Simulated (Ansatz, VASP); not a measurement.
# Ni8H (Ni(100)-(2x1)-H, hollow site): VASP beside Ansatz, part 2 of 2

Wanted: the spread between two codes on one cell, functional and k mesh. The cell is taken from a series of runs on this material, whose earlier steps may have relaxed, scaled, displaced or heated it; both programs get it as it stands.

VASP 6.6.1 and Ansatz 0.2.0.

So far: Starting point; Ansatz: single point, PBE with D3(BJ).

## Step 3: VASP: single point, PBE with D3(BJ)

Level of this step: PBE with D3(BJ), spin-polarised from a ferromagnetic start; plane waves and PAW (Ni, H) (VASP).

The same cell, functional, mesh and smearing now go to VASP, with its own data sets.

Lines of VASP's logs that name or quote its potential files are left out, and so is its time.

Input file INCAR:

```
SYSTEM = Ni8H
PREC = Accurate
ENCUT = 520
EDIFF = 1E-06
NELM = 200
ISMEAR = -1
SIGMA = 0.05
LREAL = .FALSE.
ALGO = Normal
GGA = PE
IVDW = 12
NBANDS = 58
ISPIN = 2
MAGMOM = 0.76 0.75 0.71 0.71 0.74 0.66 0.47 0.47 -0.01
LASPH = .TRUE.
LMAXMIX = 4
LORBIT = 11
LWAVE = .FALSE.
LCHARG = .FALSE.
ISIF = 2
LDIPOL = .TRUE.
IDIPOL = 3
DIPOL = 0.5 0.5 0.504
LVHAR = .TRUE.
GGA_COMPAT = .FALSE.
NELMDL = -8
KPAR = 2
```

Input file POSCAR:

```
Ni8H
1.0
    4.9780317396      0.0000000000      0.0000000000
    0.0000000000      2.4890158698      0.0000000000
    0.0000000000      0.0000000000     22.7800000000
Ni H
8 1
Direct
    0.2500000000      0.5000000000      0.3731343284
    0.7500000000      0.5000000000      0.3731343284
    0.0000000000      0.0000000000      0.4503950834
    0.5000000000      0.0000000000      0.4503950834
    0.2500000000      0.5000000000      0.5254546558
    0.7500000000      0.5000000000      0.5277271799
    0.0021765854      0.0000000000      0.6026394518
    0.4978234146      0.0000000000      0.6026394518
    0.2500000000      0.5000000000      0.6260209832
```

Input file KPOINTS:

```
Automatic mesh
0
Gamma
12 24 1
0 0 0
```

Potentials, in the order of the species: Ni and H (PBE family, release 64).

Run with:

```console
$ mpirun -np 2 vasp_std
```

Numbers of over 12 decimals in the logs are rounded to 6 here.

The program printed:

```text
[banner, memory and clock lines left out]
running    2 mpi-ranks, on    1 nodes
 distrk:  each k-point on    1 cores,    2 groups
 distr:  one band on    1 cores,    1 groups

 POSCAR found type information on POSCAR NiH
 POSCAR found :  2 types and       9 ions
 LDA part: xc-table for (Slater+PW92), standard interpolation
 POSCAR, INCAR and KPOINTS ok, starting setup
 FFT: planning ... GRIDC
 FFT: planning ... GRID_SOFT
 FFT: planning ... GRID
 WAVECAR not read
 entering main loop
       N       E                     dE             d eps       ncg     rms          rms(c)
DAV:   1     0.582847157491E+03    0.58285E+03   -0.34891E+04 21112   0.144E+03
DAV:   2    -0.430893943860E+01   -0.58716E+03   -0.55481E+03 21186   0.322E+02
DAV:   3    -0.507756480459E+02   -0.46467E+02   -0.43357E+02 23194   0.127E+02
DAV:   4    -0.518450245369E+02   -0.10694E+01   -0.10653E+01 23582   0.211E+01
DAV:   5    -0.518663956048E+02   -0.21371E-01   -0.21370E-01 30556   0.194E+00
DAV:   6    -0.518668131404E+02   -0.41754E-03   -0.41753E-03 29418   0.256E-01
DAV:   7    -0.518668313165E+02   -0.18176E-04   -0.18176E-04 30890   0.408E-02
DAV:   8    -0.518668322060E+02   -0.88948E-06   -0.88944E-06 18940   0.671E-03    0.266E+01
DAV:   9    -0.576892991989E+02   -0.58225E+01   -0.82128E+01 23992   0.134E+02    0.393E+01
DAV:  10    -0.684330905468E+02   -0.10744E+02   -0.72796E+01 24890   0.167E+02    0.445E+01
DAV:  11    -0.547964272417E+02    0.13637E+02   -0.44858E+01 32850   0.813E+01    0.429E+01
DAV:  12    -0.466421398049E+02    0.81543E+01   -0.24019E+01 26734   0.468E+01    0.233E+01
DAV:  13    -0.463015530422E+02    0.34059E+00   -0.13682E+01 24478   0.704E+01    0.213E+01
DAV:  14    -0.444730589842E+02    0.18285E+01   -0.62241E+00 25526   0.336E+01    0.117E+01
[...]
DAV:  40    -0.442812404018E+02   -0.43628E-04   -0.85840E-07 15956   0.450E-03    0.231E-03
DAV:  41    -0.442812648204E+02   -0.24419E-04   -0.36539E-07 15324   0.486E-03    0.364E-03
DAV:  42    -0.442812790962E+02   -0.14276E-04   -0.29162E-07 15138   0.353E-03    0.237E-03
DAV:  43    -0.442812875482E+02   -0.84519E-05   -0.22176E-07 14932   0.233E-03    0.884E-04
DAV:  44    -0.442812904724E+02   -0.29243E-05   -0.65853E-08 14688   0.151E-03    0.544E-04
DAV:  45    -0.442812921252E+02   -0.16528E-05   -0.27294E-08 14380   0.727E-04    0.450E-04
DAV:  46    -0.442812935454E+02   -0.14201E-05   -0.41303E-08 14214   0.744E-04    0.948E-04
DAV:  47    -0.442812938870E+02   -0.34162E-06   -0.76811E-09 14078   0.811E-04
   1 F= -.46999447E+02 E0= -.46943100E+02  d E =-.112693E+00  mag=     4.9095
```

From OUTCAR (step 3):

```text
ion  position               nearest neighbor table
   1  0.250  0.500  0.373-   3 2.49   4 2.49   3 2.49   4 2.49   2 2.49   2 2.49
   2  0.750  0.500  0.373-   3 2.49   4 2.49   3 2.49   4 2.49   1 2.49   1 2.49
   3  0.000  0.000  0.450-   5 2.45   5 2.45   1 2.49   1 2.49   2 2.49   2 2.49   4 2.49   4 2.49
                             6 2.49   6 2.49
   4  0.500  0.000  0.450-   5 2.45   5 2.45   1 2.49   1 2.49   2 2.49   2 2.49   3 2.49   3 2.49
                             6 2.49   6 2.49
   5  0.250  0.500  0.525-   3 2.45   4 2.45   3 2.45   4 2.45   7 2.48   8 2.48   7 2.48   8 2.48
                             6 2.49   6 2.49
   6  0.750  0.500  0.528-   7 2.46   8 2.46   7 2.46   8 2.46   5 2.49   5 2.49   4 2.49   4 2.49
                             3 2.49   3 2.49
   7  0.002  0.000  0.603-   9 1.83   9 1.83   6 2.46   6 2.46   8 2.47   5 2.48   5 2.48   8 2.51

  LATTYP: Found a simple orthorhombic cell.
 ALAT       =     2.4890158698
 B/A-ratio  =     2.0000000000
 C/A-ratio  =     9.1522116337

 Subroutine GETGRP returns: Found  4 space group operations
 (whereof  2 operations were pure point group operations)

The static configuration has the point symmetry C_1h.
 The point group associated with its full space group is C_2v.

 Found     91 irreducible k-points:

   k-points           NKPTS =     91   k-points in BZ     NKDIM =     91   number of bands    NBANDS=     58

   dimension x,y,z NGX =    40 NGY =   20 NGZ =  180
   dimension x,y,z NGXF=    80 NGYF=   40 NGZF=  360

   ENCUT  =  520.0 eV  38.22 Ry    6.18 a.u.   9.26  4.63 42.36*2*pi/ulx,y,z

   NELECT =      81.0000    total number of electrons

 k-points in reciprocal lattice and weights: Automatic mesh
   0.00000000  0.00000000  0.00000000       0.003
   0.08333333  0.00000000  0.00000000       0.007
   0.16666667  0.00000000  0.00000000       0.007
   0.25000000  0.00000000  0.00000000       0.007
   0.33333333  0.00000000  0.00000000       0.007
   0.41666667  0.00000000  0.00000000       0.007
   0.50000000  0.00000000  0.00000000       0.003
   0.00000000  0.04166667  0.00000000       0.007
   0.08333333  0.04166667  0.00000000       0.014
[...]
0.41666667  0.50000000  0.00000000       0.007
   0.50000000  0.50000000  0.00000000       0.003

 dipolmoment           0.000000      0.000000      0.005208 electrons x Angstroem

 average (electrostatic) potential at core
       1 -91.4156       2 -91.4097       3 -91.8044       4 -91.8044       5 -91.8176
       6 -91.7977       7 -91.4411       8 -91.4411       9 -37.4065

 E-fermi :  -0.3922

 spin component 1
 k-point     1 :       0.0000    0.0000    0.0000
  band No.  band energies     occupation
    ...
     40      -0.9476      0.99999
     41      -0.9263      0.99998
     42      -0.9038      0.99996
     43      -0.9013      0.99996
     44      -0.8729      0.99993
     45      -0.1082      0.00341
     46       0.2469      0.00000
     47       0.4547      0.00000
     48       0.6262      0.00000
     49       1.2960      0.00000
    ...

 k-point     2 :       0.0833    0.0000    0.0000
  band No.  band energies     occupation
    ...
     40      -1.0187      1.00000
     41      -0.9415      0.99998
     42      -0.9043      0.99996
     43      -0.8717      0.99993
     44      -0.8376      0.99986
     45      -0.2577      0.06360
     46      -0.0577      0.00124
     47       0.3562      0.00000
     48       1.2134      0.00000
     49       1.4456      0.00000
    ...

 k-point     3 :       0.1667    0.0000    0.0000
  band No.  band energies     occupation
    ...
     41      -0.9754      0.99999
     42      -0.9363      0.99998
     43      -0.9218      0.99997
     44      -0.8624      0.99992
     45      -0.5460      0.95596
     46      -0.2096      0.02530
     47       0.3924      0.00000
     48       1.6509      0.00000
     49       2.0370      0.00000
     50       4.0595      0.00000
    ...

 k-point     4 :       0.2500    0.0000    0.0000
  band No.  band energies     occupation
    ...
     41      -1.0746      1.00000
     42      -0.9615      0.99999
     43      -0.9133      0.99997
     44      -0.8798      0.99994
     45      -0.8591      0.99991
     46      -0.1140      0.00382
     47       0.4135      0.00000
     48       2.0583      0.00000
     49       2.5489      0.00000
     50       4.2501      0.00000
    ...

 k-point     5 :       0.3333    0.0000    0.0000
  band No.  band energies     occupation
    ...
     41      -1.1178      1.00000
     42      -1.0502      1.00000
     43      -0.9613      0.99999
     44      -0.9084      0.99997
     45      -0.8668      0.99992
     46      -0.2309      0.03822
     47       0.6608      0.00000
     48       2.3183      0.00000
     49       2.7050      0.00000
     50       4.7407      0.00000
    ...

 k-point     6 :       0.4167    0.0000    0.0000
  band No.  band energies     occupation
    ...
     42      -0.9761      0.99999
     43      -0.9481      0.99999
     44      -0.9121      0.99997
     45      -0.8816      0.99994
     46      -0.4288      0.67543
     47       1.0187      0.00000
     48       2.0161      0.00000
     49       3.1906      0.00000
     50       4.3782      0.00000
     51       5.2899      0.00000
    ...

 Edisp (eV)   -2.71815

  Total      -5.66747    -5.45903    -1.57003     0.00000     0.00000     0.00000
  in kB     -32.17069   -30.98752    -8.91209     0.00000     0.00000     0.00000
  external pressure =      -24.02 kB  Pullay stress =        0.00 kB

  energy-cutoff  :      520.00
  volume of cell :      282.25
      direct lattice vectors                 reciprocal lattice vectors
     4.978031740  0.000000000  0.000000000     0.200882608  0.000000000  0.000000000
     0.000000000  2.489015870  0.000000000     0.000000000  0.401765217  0.000000000
     0.000000000  0.000000000 22.780000000     0.000000000  0.000000000  0.043898156

 POSITION                                       TOTAL-FORCE (eV/Angst)
 -----------------------------------------------------------------------------------
      1.24451      1.24451      8.50000         0.000000      0.000000      0.387519
      3.73352      1.24451      8.50000         0.000000      0.000000      0.408153
      0.00000      0.00000     10.26000        -0.080435      0.000000     -0.370947
      2.48902      0.00000     10.26000         0.080435      0.000000     -0.370947
      1.24451      1.24451     11.96986         0.000000      0.000000     -0.014103
      3.73352      1.24451     12.02163         0.000000      0.000000     -0.022206
      0.01084      0.00000     13.72813         0.008911      0.000000      0.001334
      2.47818      0.00000     13.72813        -0.008911      0.000000      0.001334
      1.24451      1.24451     14.26076         0.000000      0.000000     -0.020137
 -----------------------------------------------------------------------------------
    total drift:                               -0.000000      0.000000     -0.002224

  FREE ENERGIE OF THE ION-ELECTRON SYSTEM (eV)
  ---------------------------------------------------
  free  energy   TOTEN  =       -46.9994467520 eV

  energy  without entropy=      -46.8867540552  energy(sigma->0) =      -46.94310040

 vacuum level on the upper side and lower side of the slab         4.569         4.493

 total charge
# of ion       s       p       d       tot
------------------------------------------
    1        0.469   0.333   8.321   9.123
    2        0.468   0.334   8.322   9.124
    3        0.496   0.500   8.313   9.309
    4        0.496   0.500   8.313   9.309
    5        0.497   0.504   8.329   9.330
    6        0.501   0.510   8.312   9.323
    7        0.458   0.417   8.373   9.248
    8        0.458   0.417   8.373   9.248
    9        0.492   0.023   0.000   0.515
--------------------------------------------------
tot          4.334   3.539  66.655  74.527

 magnetization (x)
# of ion       s       p       d       tot
------------------------------------------
    1       -0.002  -0.020   0.750   0.728
    2       -0.004  -0.019   0.741   0.718
    3       -0.007  -0.025   0.699   0.667
    4       -0.007  -0.025   0.699   0.667
    5       -0.007  -0.023   0.718   0.688
    6       -0.005  -0.022   0.649   0.622
    7       -0.004  -0.012   0.485   0.468
    8       -0.004  -0.012   0.485   0.468
    9       -0.003  -0.001   0.000  -0.004
--------------------------------------------------
tot         -0.044  -0.158   5.226   5.025

[... 6 further parts left out ...]
```

Dispersion corrections of this kind ignore metallic screening and tend to overbind metals.

## Step 4: Differences

Known differences besides the potentials themselves: VASP starts from the moments at which Ansatz ended; the data sets hold 145 valence electrons in Ansatz (on its default PAW (the set named soft_2) files) and 81 in VASP; the cutoff is 600 eV in Ansatz and 520 eV in VASP; site moments are counted in spheres of each program's own size. Total energies have different zeros and are not compared.

Both answers:

| quantity | Ansatz | VASP | difference |
| --- | --- | --- | --- |
| total moment (μB) | 5.00 | 4.91 | +0.09 |
| moment on Ni1 (μB) | 0.76 | 0.73 | +0.03 |
| moment on Ni2 (μB) | 0.75 | 0.72 | +0.03 |
| moment on Ni5 (μB) | 0.73 | 0.69 | +0.05 |
| moment on Ni3 (μB) | 0.71 | 0.67 | +0.04 |
| moment on Ni4 (μB) | 0.71 | 0.67 | +0.04 |
| moment on Ni6 (μB) | 0.66 | 0.62 | +0.04 |
| moment on Ni7 (μB) | 0.47 | 0.47 | +0.01 |
| moment on Ni8 (μB) | 0.47 | 0.47 | +0.01 |
| work function, lower of the two faces (eV) | 4.90 | 4.89 | +0.02 |
| work function, higher of the two faces (eV) | 4.97 | 4.96 | +0.01 |

With vacuum in the cell, a pressure given here is an average over mostly empty space and none of the material.

## Step 5: Summary of results

```yaml
difference_in_work_function_lower_of_the_two_faces_single_point_pbe_with_d3_bj: 0.015 eV
```

**Reading.** The difference in work function, lower of the two faces is 0.015 eV (single point, PBE with D3(BJ)). The data sets hold unlike numbers of valence electrons (145 in Ansatz and 81 in VASP), so part of the differences comes from the potentials. Such differences can come from data sets, numerical settings and the points named under the comparisons, not from the functional's error against experiment.

[Lines on the potential files, build, host, timing and source positions are cut from VASP's logs without a mark.]

[Logs are printed without paths, hosts, clocks, repeated set-up lines and the standing remarks that a program may print on its own settings, such as how far it seeks lower states.]

[Hosts, paths, dates, database ids (printed as entryN), source tags and the programs' standing remarks are cut or masked in the printed files.]
